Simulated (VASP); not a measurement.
Input for VASP

### INCAR
```
# general
SYSTEM =YSi
PREC   =Accurate
ENCUT  =400
LREAL  =.FALSE.
LASPH  =.TRUE.
NBANDS =9

# electronic loop
EDIFF  =1E-6
NELM   =100
ALGO   =Normal
LMAXMIX=4

# smearing
ISMEAR =1
SIGMA  =0.1

# functional
GGA    =PE

# ions
ISIF   =2

# output
LWAVE  =.FALSE.
LCHARG =.FALSE.
```

File POSCAR:
```
YSi
1.0
  0.0000000000   3.0330190000   3.0330190000
  3.0330190000   0.0000000000   3.0330190000
  3.0330190000   3.0330190000   0.0000000000
Si Y
1 1
direct
  0.0000000000   0.0000000000   0.0000000000
  0.5000000000   0.5000000000   0.5000000000
```

### KPOINTS
```
Regular mesh
0
gamma
9 9 9
0 0 0
```

POTCAR, in this order: Si Y_sv (PBE.64 set). Program: vasp_std.

Task: Write an equivalent input for Ansatz.

Result: One equivalent input (not run):
Ansatz 0.2 input:
```yaml
crystal:
  lattice:
    - [0.0000000, 3.0330190, 3.0330190]
    - [3.0330190, 0.0000000, 3.0330190]
    - [3.0330190, 3.0330190, 0.0000000]
  atoms:
    - { symbol: Si, position: [0.0000000, 0.0000000, 0.0000000] }
    - { symbol: Y, position: [0.5000000, 0.5000000, 0.5000000] }
kpoints:
  mp_grid: { grid: [9, 9, 9] }
hamiltonian:
  xc: pbe
  pseudopotentials: { kind: paw }
scf:
  occupations: { method: methfessel_paxton, width: 0.1 }
  max_iter: 100
output: { forces: true, stress: true, eigenvalues: true }
```
The two are equivalent in intent, not identical: each code has its own PAW files, so the cut-off isn't converted (ENCUT is set for VASP's; basis.ecutwfc is left out, and Ansatz then takes the one that its files recommend); Ansatz stops its SCF on the density residual and VASP on the energy change (EDIFF); the number of bands isn't carried over, since the valence differs with the files.

The structure was generated: YSi was put into the rocksalt type (Fm-3m), which need not be its known phase. The cell was not relaxed at this level. The run is one of a series of settings (NBANDS = 9 against the base run), some of them coarse on purpose.
